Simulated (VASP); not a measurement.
Consider the following.

```yaml
crystal:
  lattice:
    - [1.22453, -2.11891, 0.00000]
    - [1.22453, 2.11891, 0.00000]
    - [0.00000, 0.00000, 6.60913]
  atoms:
    - { symbol: C, position: [0.58329, 0.41671, 0.75478] }
    - { symbol: C, position: [0.41671, 0.58329, 0.24522] }
    - { symbol: C, position: [0.91671, 0.08329, 0.75478] }
    - { symbol: C, position: [0.08329, 0.91671, 0.24522] }
```

Level of theory: LDA (Ceperley-Alder, Perdew-Zunger), VASP's LDA PAW potentials (set 64) (plane waves; VASP). Run with 520 eV cut-off, 9×9×3 Γ-centred mesh, Gaussian smearing of 0.050 eV, potentials C.

Q: Estimate the energy per atom (σ→0).

A: 
```yaml
energy per atom (σ→0): -10.107 eV/atom
```

The structure comes from a computed database's C entry (Cmme); how it stands against other phases isn't given here. It was relaxed first, which changed the volume by -6 %. The start is the result of an earlier pass.
